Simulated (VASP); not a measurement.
# Be3Se2O (P4/mmm) in VASP: a series of runs

One crystal, Be3Se2O, is run at these levels: PBE; tasks: relaxation of cell and atoms.

Everything below comes from runs of VASP 6.6.1. Logs are shortened: lines on timing, memory, paths and dates and some standing lists are left out, and cuts for length are marked.

## 1. The crystal as given

Symmetry: P4/mmm, No. 123, tetragonal system. The conventional cell has a = 4.965 Å, b = 4.965 Å, c = 4.298 Å, α = 90.00°, β = 90.00°, γ = 90.00°. Be (site symmetry 4/mmm) is surrounded by 2 O at 2.15 Å. Around Be (site symmetry 4mm) lie 1 Be at 1.72 Å. Se (site symmetry mmm) is surrounded by 2 O at 2.48 Å and 4 Be at 2.80 Å. O (site symmetry 4/mmm) has 2 Be at 2.15 Å as nearest neighbours.

The cell was built by a generator and needn't be a form met in nature.

## 2. Relaxation of cell and atoms, PBE

The input, INCAR:

```
SYSTEM = Be3Se2O
PREC     = Normal         ! precision mode
ENCUT    = 520            ! plane-wave cutoff, eV
EDIFF    = 1E-4           ! SCF threshold, eV
ISMEAR   = 0              ! smearing method
SIGMA    = 0.15           ! smearing width, eV
LREAL    = .FALSE.        ! projectors in reciprocal space
LASPH    = .TRUE.         ! aspherical terms in the spheres
NELM     = 60             ! most SCF steps
ALGO     = Fast           ! electronic algorithm
ISIF     = 3              ! what is computed and relaxed
LWAVE    = .FALSE.        ! write WAVECAR
LCHARG   = .FALSE.        ! write CHGCAR
GGA      = PE             ! functional
IBRION   = 2              ! ionic algorithm
NSW      = 24             ! ionic steps
EDIFFG   = -0.08          ! ionic threshold
KPAR     = 2
```

The input, KPOINTS:

```
regular mesh
0
G
  3 3 3
  0 0 0
```

The input, POSCAR:

```
Be3Se2O
1.0
    4.9650546400      0.0000000000      0.0000000000
    0.0000000000      4.9650546400      0.0000000000
    0.0000000000      0.0000000000      4.2983921800
Be Se O
3 2 1
Direct
    0.5000000000      0.5000000000      0.5000000000
    0.0000000000      0.0000000000      0.7004747700
    0.0000000000      0.0000000000      0.2995252300
    0.0000000000      0.5000000000      0.0000000000
    0.5000000000      0.0000000000      0.0000000000
    0.5000000000      0.5000000000      0.0000000000
```

Potentials or basis: VASP PAW PBE potentials, release 64 (Be, Se, O).

On the command line:

```bash
$ cat potpaw_PBE.64/Be/POTCAR potpaw_PBE.64/Se/POTCAR potpaw_PBE.64/O/POTCAR > POTCAR
$ mpirun -np 2 vasp_std > vasp.out
```

OUTCAR:

```text
SYSTEM = Be3Se2O
   PREC = Normal
   ENCUT = 520
   EDIFF = 1E-4
   ISMEAR = 0
   LREAL = .FALSE.
   LASPH = .TRUE.
   NELM = 60
   ISIF = 3
   GGA = PE
   IBRION = 2
   NSW = 24
   EDIFFG = -0.08

 ion  position               nearest neighbor table
   1  0.500  0.500  0.500-   6 2.15   6 2.15
   2  0.000  0.000  0.700-   3 1.72
   3  0.000  0.000  0.300-   2 1.72
   4  0.000  0.500  0.000-
   5  0.500  0.000  0.000-
   6  0.500  0.500  0.000-   1 2.15   1 2.15

  LATTYP: Found a simple tetragonal cell.
 ALAT       =     4.9650546400
 C/A-ratio  =     0.8657290789

  Lattice vectors:

 A1 = (   4.9650546400,   0.0000000000,   0.0000000000)
 A2 = (   0.0000000000,   4.9650546400,   0.0000000000)
 A3 = (   0.0000000000,   0.0000000000,   4.2983921800)

Analysis of symmetry for initial positions (statically):
=====================================================================
 Subroutine PRICEL returns:
 Original cell was already a primitive cell.

 Routine SETGRP: Setting up the symmetry group for a
 simple tetragonal supercell.

 Subroutine GETGRP returns: Found 16 space group operations
 (whereof 16 operations were pure point group operations)
 out of a pool of 16 trial point group operations.

The static configuration has the point symmetry D_4h.

Analysis of symmetry for dynamics (positions and initial velocities):
=====================================================================
 Subroutine PRICEL returns:
 Original cell was already a primitive cell.

 Routine SETGRP: Setting up the symmetry group for a
 simple tetragonal supercell.

 Subroutine GETGRP returns: Found 16 space group operations
 (whereof 16 operations were pure point group operations)
 out of a pool of 16 trial point group operations.

The dynamic configuration has the point symmetry D_4h.

 Subroutine INISYM returns: Found 16 space group operations
 (whereof 16 operations are pure point group operations),
 and found     1 'primitive' translations

----------------------------------------------------------------------------------------

                                     Primitive cell

  volume of cell :     105.9630

  direct lattice vectors                    reciprocal lattice vectors
     4.965054640  0.000000000  0.000000000     0.201407653  0.000000000  0.000000000
     0.000000000  4.965054640  0.000000000     0.000000000  0.201407653  0.000000000
     0.000000000  0.000000000  4.298392180     0.000000000  0.000000000  0.232645128

  length of vectors
     4.965054640  4.965054640  4.298392180     0.201407653  0.201407653  0.232645128

  position of ions in fractional coordinates (direct lattice)
     0.500000000  0.500000000  0.500000000
     0.000000000  0.000000000  0.700474770
     0.000000000  0.000000000  0.299525230
     0.000000000  0.500000000  0.000000000
     0.500000000  0.000000000  0.000000000
     0.500000000  0.500000000  0.000000000

  ion indices of the primitive-cell ions
   primitive index   ion index
                 1           1
                 2           2
                 3           3
                 4           4
                 5           5
                 6           6

----------------------------------------------------------------------------------------

 KPOINTS: regular mesh

Automatic generation of k-mesh.
 Grid dimensions read from file:
 generate k-points for:    3    3    3

 Generating k-lattice:

  Cartesian coordinates                     Fractional coordinates (reciprocal lattice)
     0.067135884  0.000000000  0.000000000     0.333333333  0.000000000  0.000000000
     0.000000000  0.067135884  0.000000000     0.000000000  0.333333333  0.000000000
     0.000000000  0.000000000  0.077548376     0.000000000  0.000000000  0.333333333

  Length of vectors
     0.067135884  0.067135884  0.077548376

  Shift w.r.t. Gamma in fractional coordinates (k-lattice)
     0.000000000  0.000000000  0.000000000

 Subroutine IBZKPT returns following result:
 ===========================================

 Found      6 irreducible k-points:

 Following reciprocal coordinates:
            Coordinates               Weight
  0.000000  0.000000  0.000000      1.000000
  0.333333  0.000000  0.000000      4.000000
  0.333333  0.333333  0.000000      4.000000
  0.000000  0.000000  0.333333      2.000000
  0.333333  0.000000  0.333333      8.000000
  0.333333  0.333333  0.333333      8.000000
   k-points           NKPTS =      6   k-points in BZ     NKDIM =      6   number of bands    NBANDS=     16
   number of dos      NEDOS =    301   number of ions     NIONS =      6
   total plane-waves  NPLWV =  18816
   dimension x,y,z NGX =    28 NGY =   28 NGZ =   24
   dimension x,y,z NGXF=    56 NGYF=   56 NGZF=   48
   ions per type =               3   2   1
   NGX,Y,Z   is equivalent  to a cutoff of   9.38,  9.38,  9.28 a.u.
   NGXF,Y,Z  is equivalent  to a cutoff of  18.75, 18.75, 18.56 a.u.
 SYSTEM =  Be3Se2O
   PREC   = normal    normal or accurate (medium, high low for compatibility)
   ISTART =      0    job   : 0-new  1-cont  2-samecut
   ICHARG =      2    charge: 1-file 2-atom 10-const
   ISPIN  =      1    spin polarized calculation?
   LNONCOLLINEAR =      F non collinear calculations
   LSORBIT =      F    spin-orbit coupling
   LASPH  =      T    aspherical Exc in radial PAW
   ENCUT  =  520.0 eV  38.22 Ry    6.18 a.u.   9.23  9.23  7.99*2*pi/ulx,y,z
   NELM   =     60;   NELMIN=  2; NELMDL= -5     # of ELM steps
   EDIFF  = 0.1E-03   stopping-criterion for ELM
   LREAL  =      F    real-space projection
   EDIFFG = -.8E-01   stopping-criterion for IOM
   NSW    =     24    number of steps for IOM
   IBRION =      2    ionic relax: 0-MD 1-quasi-New 2-CG
   NFREE  =      1    steps in history (QN), initial steepest desc. (CG)
   ISIF   =      3    stress and relaxation
   ISYM   =      2    0-nonsym 1-usesym 2-fastsym
   POTIM  = 0.5000    time-step for ionic-motion
   TEBEG  =    0.0;   TEEND  =   0.0 temperature during run
   PSTRESS=    0.0 pullay stress
   NELECT =      24.0000    total number of electrons
   NUPDOWN=      -1.0000    fix difference up-down
   EMIN   =  10.00;   EMAX   =-10.00  energy-range for DOS
   EFERMI =   0.00;   METHOD = LEGACY
   ISMEAR =     0;   SIGMA  =   0.15  broadening in eV -4-tet -1-fermi 0-gaus
   EFERMI_NEDOS =   21; number of points for ismear=-14 and -15
   IALGO  =     68    algorithm
   IMIX   =      4    mixing-type and parameters
     AMIX     =   0.40;   BMIX     =  1.00
     AMIX_MAG =   1.60;   BMIX_MAG =  1.00
  volume/ion in A,a.u.               =      17.66       119.18
  Fermi-wavevector in a.u.,A,eV,Ry     =   0.997916  1.885787 13.549169  0.995836
  Thomas-Fermi vector in A             =   2.130104
   LORBIT       =      0    0 simple, 1 ext, 2 COOP (PROOUT), +10 PAW based schemes
   GGA     = PE    functional components
   LHFCALC =     F    Hartree Fock is set to
   AEXX    =    0.0000 exact exchange contribution
   IVDW    =     0    specifies the selected vdW correction
   LEPSILON=     F    determine dielectric tensor
   LRPA    =     F    only Hartree local field effects (RPA)
 conjugate gradient relaxation of ions
 non-spin polarized calculation
 RMM-DIIS sequential band-by-band and
 Gauss-broadening in eV      SIGMA  =   0.15
  energy-cutoff  :      520.00
  volume of cell :      105.96
 maximum number of plane-waves:      2865
   NGX = 19   NGY = 19   NGZ = 15

--------------------------------------- Ionic step        1  -------------------------------------------

 number of electron      24.0000005 magnetization

 Free energy of the ion-electron system (eV)
  ---------------------------------------------------
  ext. energy  EPLUGINS =         0.00000000
  ---------------------------------------------------
  free energy    TOTEN  =       -19.16727239 eV

  energy without entropy =      -19.14986080  energy(sigma->0) =      -19.15856659

------------------------ aborting loop because EDIFF is reached ----------------------------------------

  FORCE on cell =-STRESS in cart. coord.  units (eV):
  Direction    XX          YY          ZZ          XY          YZ          ZX
  --------------------------------------------------------------------------------------
  -------------------------------------------------------------------------------------
  Total       -4.8227406     -4.8227406     -4.9855963      0.0000000      0.0000000      0.0000000
  in kB      -72.9206245    -72.9206245    -75.3830300      0.0000000      0.0000000      0.0000000
  external PRESSURE =     -73.7414263 kB  Pullay stress =       0.0000000 kB
[... 65 lines left out ...]
  energy  without entropy=      -20.4465322102  energy(sigma->0) =      -20.45723046

--------------------------------------- Ionic step        3  -------------------------------------------

 number of electron      24.0000022 magnetization

 E-fermi :   4.2714     XC(G=0):  -9.4751

 val. band max:        3.9790131251   @ k =   0.3333   0.0000   0.3333
 cond. band min:       4.2894967543   @ k =   0.3333   0.3333   0.0000
 fundamental gap:      0.3104836293
 Fermi energy:         4.2713608381

 k-point     1 :       0.0000    0.0000    0.0000
  band No.  band energies     occupation
      1     -15.1246      2.00000
      2      -9.4735      2.00000
      3      -8.5391      2.00000
      4      -2.9765      2.00000
      5      -2.9765      2.00000
      6      -1.8774      2.00000
[... 8 lines left out ...]
     15       5.7122      0.00000
     16       7.7294      0.00000
[... 290 lines left out ...]
  energy  without entropy=      -20.7988480555  energy(sigma->0) =      -20.80682212

--------------------------------------- Ionic step        8  -------------------------------------------

 number of electron      24.0000024 magnetization

 Free energy of the ion-electron system (eV)
  ---------------------------------------------------
  ext. energy  EPLUGINS =         0.00000000
  ---------------------------------------------------
  free energy    TOTEN  =       -20.82368718 eV

  energy without entropy =      -20.80515972  energy(sigma->0) =      -20.81442345

 E-fermi :   4.8552     XC(G=0):  -9.8189

 val. band max:        4.8522052869   @ k =   0.3333   0.3333   0.0000
 cond. band min:       5.0802960164   @ k =   0.3333   0.3333   0.3333
 fundamental gap:      0.2280907295
 Fermi energy:         4.8551620840

 k-point     1 :       0.0000    0.0000    0.0000
  band No.  band energies     occupation
      1     -14.9836      2.00000
      2      -8.9603      2.00000
      3      -7.9383      2.00000
      4      -2.7349      2.00000
      5      -2.7349      2.00000
      6      -1.8135      2.00000
[... 8 lines left out ...]
     15       6.3472      0.00000
     16       9.0061      0.00000
[... 126 lines left out ...]
  FREE ENERGIE OF THE ION-ELECTRON SYSTEM (eV)
  ---------------------------------------------------
  free  energy   TOTEN  =       -20.8236871845 eV

  energy  without entropy=      -20.8051597171  energy(sigma->0) =      -20.81442345

 reached required accuracy - stopping structural energy minimisation
```

It took 31 s on 2 MPI ranks of Intel Xeon Platinum 8259CL at 2.50GHz (Skylake/Cascade Lake), shared host; peak memory 0.15 GiB.

What came out:

```
Free energy                            : -20.8237 eV
Relaxed volume                         : 14.53 Å³/atom
Relaxed cell                           : a = 4.774 Å, b = 4.774 Å, c = 3.825 Å, α = 90.00°, β = 90.00°, γ = 90.00°
Space group after relaxing (to 0.05 Å) : P4/mmm (No. 123)
Energy gained by relaxing              : 276.1 meV/atom
Ionic steps                            : 8
Pressure after relaxing                : -0.2 GPa
Band gap on the k mesh                 : none (metal or under the smearing width)
```

The path:
| step | energy change (eV) | largest force (eV/Å) | pressure (GPa) | volume (Å³) |
| --- | --- | --- | --- | --- |
| 1 | 0.0000 | 5.1486 | -7.37 | 105.96 |
| 2 | -1.3007 | 1.5091 | -5.02 | 93.98 |
| 3 | -1.3202 | 0.7401 | -6.00 | 95.43 |
| 4 | -1.6090 | 0.6927 | 0.72 | 86.10 |
| 5 | -1.6109 | 0.6863 | 1.20 | 85.46 |
| 6 | -1.6441 | 0.6336 | 0.78 | 86.33 |
| 7 | -1.6475 | 0.3110 | 0.82 | 86.14 |
| 8 | -1.6564 | 0.0018 | -0.20 | 87.17 |

Final structure:
```cif
data_structure
_symmetry_space_group_name_H-M 'P 1'
_symmetry_Int_Tables_number 1
_cell_length_a 4.7737
_cell_length_b 4.7737
_cell_length_c 3.8251
_cell_angle_alpha 90.000
_cell_angle_beta 90.000
_cell_angle_gamma 90.000
_cell_volume 87.17
loop_
_atom_site_label
_atom_site_type_symbol
_atom_site_fract_x
_atom_site_fract_y
_atom_site_fract_z
_atom_site_occupancy
Be1 Be 0.50000 0.50000 0.50000 1
Be2 Be 0.00000 0.00000 0.74627 1
Be3 Be 0.00000 0.00000 0.25373 1
Se1 Se 0.00000 0.50000 0.00000 1
Se2 Se 0.50000 0.00000 0.00000 1
O1 O 0.50000 0.50000 0.00000 1
```

Caveat: the k mesh is coarse (spacing up to 0.49 Å⁻¹), so the values aren't converged; the volume moved by over 15 % at a fixed basis, so the end points are rough; the relaxation stopped at a loose force limit of 0.08 eV/Å, so its end isn't a converged minimum.

## 3. Relaxation of cell and atoms, PBE

This run uses another cell than the first one, of 17.08 Å³/atom, 0.967 times its volume.

INCAR is that of step 2.

KPOINTS is that of step 2.

The input, POSCAR:

```
Be3Se2O
1.0
    5.0953797500      0.0000000000      0.0000000000
   -2.5476898700      4.4127283000      0.0000000000
    0.0000000000      0.0000000000      4.5591253000
Be Se O
3 2 1
Direct
    0.2153655200      0.0000000000      0.5000000000
    0.0000000000      0.2153655200      0.5000000000
    0.7846344800      0.7846344800      0.5000000000
    0.3333333300      0.6666666700      0.5000000000
    0.6666666700      0.3333333300      0.5000000000
    0.0000000000      0.0000000000      0.0000000000
```

Potentials or basis: VASP PAW PBE potentials, release 64 (Be, Se, O).

On the command line:

```bash
$ cat potpaw_PBE.64/Be/POTCAR potpaw_PBE.64/Se/POTCAR potpaw_PBE.64/O/POTCAR > POTCAR
$ mpirun -np 2 vasp_std > vasp.out
```

It took 66 s on 2 MPI ranks of Intel Xeon Platinum 8259CL at 2.50GHz (Skylake/Cascade Lake), shared host; peak memory 0.16 GiB.

Results (log left out):

```yaml
Free_energy: -26.8376 eV
Relaxed_volume: 13.85 Å³/atom
Relaxed_cell: a = 5.585 Å, b = 5.585 Å, c = 3.077 Å, α = 90.00°, β = 90.00°, γ = 120.00°
Space_group_after_relaxing_to_0.05_Å: P-62m (No. 189)
Energy_gained_by_relaxing: 958.1 meV/atom
Ionic_steps: 11
Pressure_after_relaxing: -0.5 GPa
Band_gap_on_the_k_mesh: none (metal or under the smearing width)
```

Stress tensor (GPa, compression positive):
```
-0.56  0.00  0.00
 0.00 -0.56  0.00
 0.00  0.00 -0.26
```

Step by step:
```
step  energy change (eV)  largest force (eV/Å)  pressure (GPa)  volume (Å³)
   1              0.0000                1.7519            7.56       102.51
   2             -2.4951                0.7204           -7.63       113.71
   3             -2.8697                0.3319          -11.71       117.92
   4             -5.0019                0.6692          -10.50        99.02
   5             -5.1680                0.8322           -9.25        95.09
   6             -5.1888                0.8633           -8.33        93.28
   7             -5.6168                1.0729            3.52        80.63
   8             -5.6240                1.0536            1.84        81.87
   9             -5.7429                0.1132            1.24        81.79
  10             -5.7445                0.0117            1.15        81.78
  11             -5.7487                0.0014           -0.46        83.12
```

Final structure:
```
CELL_PARAMETERS angstrom
5.58493 0.00000 0.00000
-2.79247 4.83669 0.00000
0.00000 0.00000 3.07716
ATOMIC_POSITIONS crystal
Be 0.23368 0.00000 0.50000
Be 0.00000 0.23368 0.50000
Be 0.76632 0.76632 0.50000
Se 0.33333 0.66667 0.50000
Se 0.66667 0.33333 0.50000
O 0.00000 0.00000 0.00000
```

Levels at points of the mesh, in eV from the Fermi level:
| k point | band 8 | band 9 | band 10 | band 11 | band 12 | band 13 | band 14 | band 15 | band 16 |
| --- | --- | --- | --- | --- | --- | --- | --- | --- | --- |
| (0.00, 0.00, 0.00) | -6.12 | -3.39 | -3.39 | -1.38 | -0.51 | 0.88 | 3.26 | 4.67 | 4.67 |

Caveat: the k mesh is coarse (spacing up to 0.47 Å⁻¹), so the values aren't converged; the volume moved by over 15 % at a fixed basis, so the end points are rough; the relaxation stopped at a loose force limit of 0.08 eV/Å, so its end isn't a converged minimum.
